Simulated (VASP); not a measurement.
All values below come from LDA (Ceperley-Alder, Perdew-Zunger), VASP's LDA PAW potentials (set 64) (plane waves; VASP 6.6.1).

A VASP calculation is set up with these files.

### POSCAR
```
AsIr
3.4169170
  1.0000000000   0.0000000000   0.0000000000
 -0.5000001463   0.8660254258   0.0000000000
  0.0000000000   0.0000000000   0.9759505426
Ir As
1 1
Cart
  0.0000000000   0.0000000000   0.0000000000
  0.5000004512   0.2886748533   0.4879752713
```

KPOINTS:
```
Automatic mesh
0
Gamma
6 6 5
0 0 0
```

### INCAR
```
# general
SYSTEM   =  AsIr
PREC     =  Accurate
ENCUT    =  300
LREAL    =  .FALSE.
LASPH    =  .TRUE.

# electronic loop
EDIFF    =  1E-6
NELM     =  100
ALGO     =  Normal
LMAXMIX  =  6

# smearing
ISMEAR   =  -1
SIGMA    =  0.1

# ions
ISIF     =  2

# output
LWAVE    =  .FALSE.
LCHARG   =  .FALSE.
```

POTCAR, in this order: Ir As (LDA.64 set). Program: vasp_std.

The run wrote:

### OSZICAR
```
       N       E                     dE             d eps       ncg     rms          rms(c)
DAV:   1     0.511250858009E+02    0.51125E+02   -0.44233E+03   494   0.712E+02
DAV:   2    -0.126847626896E+02   -0.63810E+02   -0.57273E+02   465   0.219E+02
DAV:   3    -0.154649670770E+02   -0.27802E+01   -0.26801E+01   583   0.451E+01
DAV:   4    -0.155112469883E+02   -0.46280E-01   -0.46214E-01   504   0.603E+00
DAV:   5    -0.155122437195E+02   -0.99673E-03   -0.99653E-03   566   0.830E-01    0.118E+01
DAV:   6    -0.152609531331E+02    0.25129E+00   -0.11938E+00   599   0.131E+01    0.534E+00
DAV:   7    -0.152077634269E+02    0.53190E-01   -0.17239E-01   605   0.439E+00    0.317E+00
DAV:   8    -0.151908018933E+02    0.16962E-01   -0.43902E-02   557   0.233E+00    0.260E-01
DAV:   9    -0.151904452502E+02    0.35664E-03   -0.16790E-03   516   0.300E-01    0.990E-02
DAV:  10    -0.151904023990E+02    0.42851E-04   -0.27158E-04   552   0.217E-01    0.268E-02
DAV:  11    -0.151904015096E+02    0.88949E-06   -0.13472E-05   561   0.407E-02    0.531E-03
DAV:  12    -0.151904014507E+02    0.58828E-07   -0.89176E-07   264   0.103E-02
   1 F= -.15190401E+02 E0= -.15178196E+02  d E =-.244115E-01
```

**OUTCAR**
```
------------------------ aborting loop because EDIFF is reached ----------------------------------------
  FORCE on cell =-STRESS in cart. coord.  units (eV):
  Direction    XX          YY          ZZ          XY          YZ          ZX
  --------------------------------------------------------------------------------------
  Total       -1.7226387     -1.7226388     -3.2050617      0.0000003      0.0000000      0.0000000
  in kB      -81.8545905    -81.8545947   -152.2948557      0.0000138      0.0000000      0.0000000
  external PRESSURE =    -105.3346803 kB  Pullay stress =       0.0000000 kB
  volume of cell :       33.72
      direct lattice vectors                 reciprocal lattice vectors
     3.416917000  0.000000000  0.000000000     0.292661484  0.168968232  0.000000000
    -1.708459000  2.959137000  0.000000000     0.000000000  0.337936365  0.000000000
     0.000000000  0.000000000  3.334742000     0.000000000  0.000000000  0.299873274
 POSITION                                       TOTAL-FORCE (eV/Angst)
 -----------------------------------------------------------------------------------
      0.00000      0.00000      0.00000        -0.000000      0.000000      0.000000
      1.70846      0.98638      1.66737         0.000000     -0.000000      0.000000
 -----------------------------------------------------------------------------------
    total drift:                               -0.000268      0.000152     -0.000000
  FREE ENERGIE OF THE ION-ELECTRON SYSTEM (eV)
  ---------------------------------------------------
  free  energy   TOTEN  =       -15.1904014507 eV

  energy  without entropy=      -15.1659899244  energy(sigma->0) =      -15.17819569
```
(Selected blocks of OUTCAR.)

OUTCAR:
```
 val. band max:        7.5541644174   @ k =   0.3333  -0.0000   0.2000

 cond. band min:       7.9409502710   @ k =   0.3333   0.3333   0.4000


 Fermi energy:         7.8058924736

 k-point     1 :       0.0000    0.0000    0.0000
  band No.  band energies     occupation
      1      -6.6025      2.00000
      2       3.4187      2.00000
      3       3.8966      2.00000
      4       3.8966      2.00000
      5       5.9645      2.00000
      6       5.9645      2.00000
      7       6.9984      1.99938
      8      10.8720      0.00000
      9      10.8721      0.00000
     10      11.0159      0.00000
     11      15.4799      0.00000

 k-point     2 :       0.1667    0.0000    0.0000
  band No.  band energies     occupation
      1      -6.1818      2.00000
      2       2.9059      2.00000
      3       3.8414      2.00000
      4       4.2329      2.00000
      5       4.7904      2.00000
      6       5.8891      2.00000
      7       8.6119      0.00063
      8       8.6363      0.00050
      9       9.9427      0.00000
     10      12.6775      0.00000
     11      15.3995      0.00000

 k-point     3 :       0.3333   -0.0000    0.0000
  band No.  band energies     occupation
      1      -5.0973      2.00000
      2       1.2693      2.00000
      3       3.8263      2.00000
      4       3.9610      2.00000
      5       5.1116      2.00000
      6       5.7432      2.00000
      7       7.3302      1.98296
      8       8.4240      0.00413
      9      10.6699      0.00000
     10      12.6760      0.00000
     11      16.0770      0.00000

 k-point     4 :       0.5000   -0.0000    0.0000
  band No.  band energies     occupation
      1      -4.2907      2.00000
      2       0.1921      2.00000
      3       3.4992      2.00000
      4       3.7914      2.00000
      5       5.6729      2.00000
      6       5.8663      2.00000
      7       7.3835      1.97115
      8       7.4850      1.92231
      9      11.6264      0.00000
...
```

At this cut-off the stress carries a Pulay error, which pulls relaxed volumes low. Unless said otherwise, spin-orbit coupling is left out, though it shifts the bands of the heavy elements here.

The structure was generated: AsIr was put into an ordered model structure, which need not be its known phase. The cell was not relaxed at this level. The k-mesh is coarse (spacing up to 0.38 per Å, 2π included), so the numbers may not be converged in it. The run is one of a series of settings (GGA removed, POTCAR Ir As (LDA.64 set) against the base run), some of them coarse on purpose.
